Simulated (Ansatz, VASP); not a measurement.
# GaN in two plane-wave programs, part 2 of 3

Wanted: the spread between two codes on one cell, functional and k mesh. The cell is taken from a series of runs on this material, whose earlier steps may have relaxed, scaled, displaced or heated it; both programs get it as it stands.

VASP 6.6.1 and Ansatz 0.2.0.

So far: The structure; VASP: zone-centre phonons, LDA.

## (2) VASP: zone-centre phonons, LDA (continued)

Level of this step: LDA; plane waves and PAW (N, Ga_d) (VASP).

Parts of OUTCAR (step 2):

```text
ion  position               nearest neighbor table
   1  0.333  0.667  0.376-   4 1.91   4 1.91   4 1.91   3 1.92
   2  0.667  0.333  0.876-   3 1.91   3 1.91   3 1.91   4 1.92
   3  0.333  0.667  0.999-   2 1.91   2 1.91   2 1.91   1 1.92
   4  0.667  0.333  0.499-   1 1.91   1 1.91   1 1.91   2 1.92

  LATTYP: Found a hexagonal cell.
 ALAT       =     3.1303725133
 C/A-ratio  =     1.6305480892

 Subroutine GETGRP returns: Found 12 space group operations
 (whereof  6 operations were pure point group operations)

The static configuration has the point symmetry C_3v.
 The point group associated with its full space group is C_6v.

 Found    135 irreducible k-points:

   k-points           NKPTS =    135   k-points in BZ     NKDIM =    135   number of bands    NBANDS=     24

   dimension x,y,z NGX =    28 NGY =   28 NGZ =   42
   dimension x,y,z NGXF=    56 NGYF=   56 NGZF=   84

   ENCUT  =  600.0 eV  44.10 Ry    6.64 a.u.   6.25  6.25 10.19*2*pi/ulx,y,z

   NELECT =      36.0000    total number of electrons

 k-points in reciprocal lattice and weights: Automatic mesh
   0.00000000  0.00000000  0.00000000       0.001
   0.06666667  0.00000000  0.00000000       0.003
   0.13333333  0.00000000  0.00000000       0.003
   0.20000000  0.00000000  0.00000000       0.003
   0.26666667  0.00000000  0.00000000       0.003
   0.33333333  0.00000000  0.00000000       0.003
   0.40000000  0.00000000  0.00000000       0.003
   0.46666667  0.00000000  0.00000000       0.003
   0.06666667  0.06666667  0.00000000       0.003
[...]
-1.565186257  2.710982120  0.000000000     0.000000000  0.368870009  0.000000000
     0.000000000  0.000000000  5.104222920     0.000000000  0.000000000  0.195916208

 POSITION                                       TOTAL-FORCE (eV/Angst)
 -----------------------------------------------------------------------------------
     -0.00000      1.80732      1.91742         0.000000     -0.000000     -0.001226
      1.56519      0.90366      4.46953         0.000000      0.000000     -0.001226
     -0.00000      1.80732      5.10088         0.000000     -0.000000      0.001226
      1.56519      0.90366      2.54877        -0.000000      0.000000      0.001226
 -----------------------------------------------------------------------------------
    total drift:                               -0.000000     -0.000000     -0.000015

 MACROSCOPIC STATIC DIELECTRIC TENSOR (including local field effects in DFT)
 ------------------------------------------------------
           5.471056    -0.000000     0.000000
          -0.000000     5.471056     0.000000
           0.000000    -0.000000     5.642178
 ------------------------------------------------------

 PIEZOELECTRIC TENSOR (including local field effects)  for field in x, y, z        (C/m^2)
          XX          YY          ZZ          XY          YZ          ZX
  --------------------------------------------------------------------------------
  x     0.00000     0.00000     0.00000     0.00000    -0.00000     0.55310
  y    -0.00000     0.00000     0.00000    -0.00000     0.55310    -0.00000
  z     0.49429     0.49429    -1.00651    -0.00000     0.00000     0.00000

 BORN EFFECTIVE CHARGES (including local field effects) (in |e|, cummulative output)
 ---------------------------------------------------------------------------------
 ion    1
    1    -2.56894     0.00000    -0.00000
    2     0.00000    -2.56894     0.00000
    3    -0.00000    -0.00000    -2.70294
 ion    2
    1    -2.56894     0.00000    -0.00000
    2     0.00000    -2.56894     0.00000
    3    -0.00000     0.00000    -2.70294
 ion    3
    1     2.56894    -0.00000    -0.00000
    2    -0.00000     2.56894     0.00000
    3     0.00000     0.00000     2.70294
 ion    4
    1     2.56894    -0.00000     0.00000
    2    -0.00000     2.56894     0.00000
    3    -0.00000     0.00000     2.70294

 Eigenvectors and eigenvalues of the dynamical matrix
 ----------------------------------------------------

   1 f  =   21.620573 THz   135.846066 2PiTHz  721.184684 cm-1    89.415465 meV
             X         Y         Z           dx          dy          dz
     -0.000000  1.807321  1.917422     0.000000    0.000000   -0.705440
      1.565186  0.903661  4.469533    -0.000000    0.000000    0.705440
     -0.000000  1.807321  5.100885    -0.000000   -0.000000    0.048517
      1.565186  0.903661  2.548773    -0.000000   -0.000000   -0.048517

   2 f  =   17.785549 THz   111.749901 2PiTHz  593.262062 cm-1    73.555088 meV
             X         Y         Z           dx          dy          dz
     -0.000000  1.807321  1.917422     0.566288   -0.341732    0.000000
      1.565186  0.903661  4.469533    -0.566288    0.341732    0.000000
     -0.000000  1.807321  5.100885     0.214110   -0.129206   -0.000000
      1.565186  0.903661  2.548773    -0.214110    0.129206   -0.000000

   3 f  =   17.785549 THz   111.749901 2PiTHz  593.262062 cm-1    73.555088 meV
             X         Y         Z           dx          dy          dz
     -0.000000  1.807321  1.917422     0.341732    0.566288   -0.000000
      1.565186  0.903661  4.469533    -0.341732   -0.566288   -0.000000
     -0.000000  1.807321  5.100885     0.129206    0.214110    0.000000
      1.565186  0.903661  2.548773    -0.129206   -0.214110    0.000000

   4 f  =   17.462577 THz   109.720610 2PiTHz  582.488885 cm-1    72.219385 meV
             X         Y         Z           dx          dy          dz
     -0.000000  1.807321  1.917422    -0.552548    0.333442   -0.000000
      1.565186  0.903661  4.469533    -0.552548    0.333442   -0.000000
     -0.000000  1.807321  5.100885     0.247416   -0.149307    0.000000
      1.565186  0.903661  2.548773     0.247416   -0.149307    0.000000

   5 f  =   17.462577 THz   109.720610 2PiTHz  582.488885 cm-1    72.219385 meV
             X         Y         Z           dx          dy          dz
     -0.000000  1.807321  1.917422    -0.333442   -0.552548    0.000000
      1.565186  0.903661  4.469533    -0.333442   -0.552548    0.000000
     -0.000000  1.807321  5.100885     0.149307    0.247416   -0.000000
      1.565186  0.903661  2.548773     0.149307    0.247416   -0.000000

   6 f  =   16.810893 THz   105.625957 2PiTHz  560.751038 cm-1    69.524237 meV
             X         Y         Z           dx          dy          dz
     -0.000000  1.807321  1.917422     0.000000   -0.000000   -0.645355
      1.565186  0.903661  4.469533    -0.000000   -0.000000   -0.645355
     -0.000000  1.807321  5.100885    -0.000000    0.000000    0.288994
      1.565186  0.903661  2.548773     0.000000    0.000000    0.288994

   7 f  =   10.362304 THz    65.108278 2PiTHz  345.649267 cm-1    42.855028 meV
             X         Y         Z           dx          dy          dz
     -0.000000  1.807321  1.917422     0.000000   -0.000000    0.048517
      1.565186  0.903661  4.469533    -0.000000   -0.000000   -0.048517
     -0.000000  1.807321  5.100885    -0.000000    0.000000    0.705440
      1.565186  0.903661  2.548773     0.000000   -0.000000   -0.705440

   8 f  =    4.112946 THz    25.842403 2PiTHz  137.193117 cm-1    17.009771 meV
             X         Y         Z           dx          dy          dz
     -0.000000  1.807321  1.917422    -0.214105    0.129214   -0.000000
      1.565186  0.903661  4.469533     0.214105   -0.129214   -0.000000
     -0.000000  1.807321  5.100885     0.566277   -0.341751   -0.000000
      1.565186  0.903661  2.548773    -0.566277    0.341751   -0.000000

   9 f  =    4.112946 THz    25.842403 2PiTHz  137.193117 cm-1    17.009771 meV
             X         Y         Z           dx          dy          dz
     -0.000000  1.807321  1.917422    -0.129214   -0.214105   -0.000000
      1.565186  0.903661  4.469533     0.129214    0.214105   -0.000000
     -0.000000  1.807321  5.100885     0.341751    0.566277   -0.000000
      1.565186  0.903661  2.548773    -0.341751   -0.566277   -0.000000

  10 f/i=    0.004352 THz     0.027344 2PiTHz    0.145167 cm-1     0.017998 meV
             X         Y         Z           dx          dy          dz
     -0.000000  1.807321  1.917422     0.000000    0.000000    0.288994
      1.565186  0.903661  4.469533     0.000000    0.000000    0.288994
     -0.000000  1.807321  5.100885     0.000000    0.000000    0.645355
      1.565186  0.903661  2.548773     0.000000    0.000000    0.645355

  11 f/i=    0.004991 THz     0.031358 2PiTHz    0.166477 cm-1     0.020640 meV
             X         Y         Z           dx          dy          dz
     -0.000000  1.807321  1.917422    -0.088770    0.275004    0.000000
      1.565186  0.903661  4.469533    -0.088770    0.275004    0.000000
     -0.000000  1.807321  5.100885    -0.198248    0.614158    0.000000
      1.565186  0.903661  2.548773    -0.198248    0.614158    0.000000

  12 f/i=    0.004991 THz     0.031358 2PiTHz    0.166477 cm-1     0.020640 meV
             X         Y         Z           dx          dy          dz
     -0.000000  1.807321  1.917422    -0.275004   -0.088770    0.000000
      1.565186  0.903661  4.469533    -0.275004   -0.088770    0.000000
     -0.000000  1.807321  5.100885    -0.614158   -0.198248    0.000000
      1.565186  0.903661  2.548773    -0.614158   -0.198248    0.000000

 MACROSCOPIC STATIC DIELECTRIC TENSOR IONIC CONTRIBUTION
 ------------------------------------------------------
           3.792040    -0.000000    -0.000000
          -0.000000     3.792040    -0.000000
          -0.000000    -0.000000     4.529513
 ------------------------------------------------------

 ELASTIC MODULI CONTR FROM IONIC RELAXATION (kBar)
 Direction    XX          YY          ZZ          XY          YZ          ZX
 --------------------------------------------------------------------------------
 XX        -830.6190    353.8171    450.7154      0.0000     -0.0000      0.0000
 YY         353.8171   -830.6190    450.7154      0.0000      0.0000     -0.0000
 ZZ         450.7154    450.7154   -852.1122     -0.0000     -0.0000     -0.0000
 XY           0.0000      0.0000     -0.0000   -592.2181      0.0000     -0.0000
 YZ           0.0000      0.0000     -0.0000      0.0000   -207.6928      0.0000
 ZX           0.0000     -0.0000     -0.0000     -0.0000      0.0000   -223.8195
 --------------------------------------------------------------------------------

 PIEZOELECTRIC TENSOR IONIC CONTR  for field in x, y, z        (C/m^2)
          XX          YY          ZZ          XY          YZ          ZX
  --------------------------------------------------------------------------------
  x     0.00000    -0.00000    -0.00000    -0.00000     0.00000    -0.86688
  y    -0.00000     0.00000    -0.00000     0.00000    -0.83506     0.00000
  z    -0.97780    -0.97780     1.84861     0.00000     0.00000     0.00000
```

[end of part 2 of 3]

[Lines on the potential files, build, host, timing and source positions are cut from VASP's logs without a mark.]

[Logs are printed without paths, hosts, clocks, repeated set-up lines and the standing remarks that a program may print on its own settings, such as how far it seeks lower states.]

[Hosts, paths, dates, database ids (printed as entryN), source tags and the programs' standing remarks are cut or masked in the printed files.]
